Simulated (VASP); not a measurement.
Data:

```yaml
crystal:
  lattice:
    - [4.00772, 0.00000, 0.00000]
    - [-2.00386, 3.47079, 0.00000]
    - [0.00000, 0.00000, 12.92645]
  atoms:
    - { symbol: Cd, position: [0.66667, 0.33333, 0.87500] }
    - { symbol: Cd, position: [0.33333, 0.66667, 0.37500] }
    - { symbol: Br, position: [0.00000, 0.00000, 0.75401] }
    - { symbol: Br, position: [0.00000, 0.00000, 0.25401] }
    - { symbol: Br, position: [0.33333, 0.66667, 0.99598] }
    - { symbol: Br, position: [0.66667, 0.33333, 0.49598] }
```

All values below come from r2SCAN meta-GGA with spin-orbit coupling, VASP's PBE PAW potentials (set 64) (plane waves; VASP 6.6.1). Run with 400 eV cut-off, 6×6×2 Γ-centred mesh, Gaussian smearing of 0.050 eV, potentials Cd Br.

Task: Give the energies of bands 41 to 54 at the high-symmetry points, in eV from the valence-band maximum.

Result: 
```json
[
 {"band": "41", "Γ": "-0.40", "M": "-1.46", "K": "-1.96", "A": "-0.43", "L": "-1.37", "H": "-2.02"},
 {"band": "42", "Γ": "-0.40", "M": "-1.46", "K": "-1.95", "A": "-0.43", "L": "-1.37", "H": "-2.02"},
 {"band": "43", "Γ": "-0.38", "M": "-1.31", "K": "-1.95", "A": "-0.43", "L": "-1.37", "H": "-2.02"},
 {"band": "44", "Γ": "-0.38", "M": "-1.31", "K": "-1.90", "A": "-0.43", "L": "-1.37", "H": "-2.02"},
 {"band": "45", "Γ": "-0.31", "M": "-0.67", "K": "-0.87", "A": "-0.35", "L": "-0.57", "H": "-0.62"},
 {"band": "46", "Γ": "-0.31", "M": "-0.67", "K": "-0.87", "A": "-0.35", "L": "-0.57", "H": "-0.62"},
 {"band": "47", "Γ": "-0.21", "M": "-0.43", "K": "-0.64", "A": "-0.35", "L": "-0.57", "H": "-0.62"},
 {"band": "48", "Γ": "-0.21", "M": "-0.43", "K": "-0.64", "A": "-0.35", "L": "-0.57", "H": "-0.62"},
 {"band": "49", "Γ": "-0.09", "M": "-0.32", "K": "-0.55", "A": "-0.04", "L": "-0.23", "H": "-0.52"},
 {"band": "50", "Γ": "-0.09", "M": "-0.32", "K": "-0.54", "A": "-0.04", "L": "-0.23", "H": "-0.52"},
 {"band": "51", "Γ": "0.00", "M": "-0.10", "K": "-0.31", "A": "-0.04", "L": "-0.23", "H": "-0.52"},
 {"band": "52", "Γ": "0.00", "M": "-0.10", "K": "-0.31", "A": "-0.04", "L": "-0.23", "H": "-0.52"},
 {"band": "53", "Γ": "3.33", "M": "4.02", "K": "4.79", "A": "3.86", "L": "4.19", "H": "4.78"},
 {"band": "54", "Γ": "3.33", "M": "4.02", "K": "4.80", "A": "3.86", "L": "4.19", "H": "4.78"}
]
```

The gap is direct, 3.33 eV, from the valence maximum at Γ to the conduction minimum at Γ.

The structure comes from a computed database's CdBr2 entry (P6_3mc); how it stands against other phases isn't given here. It was relaxed first.
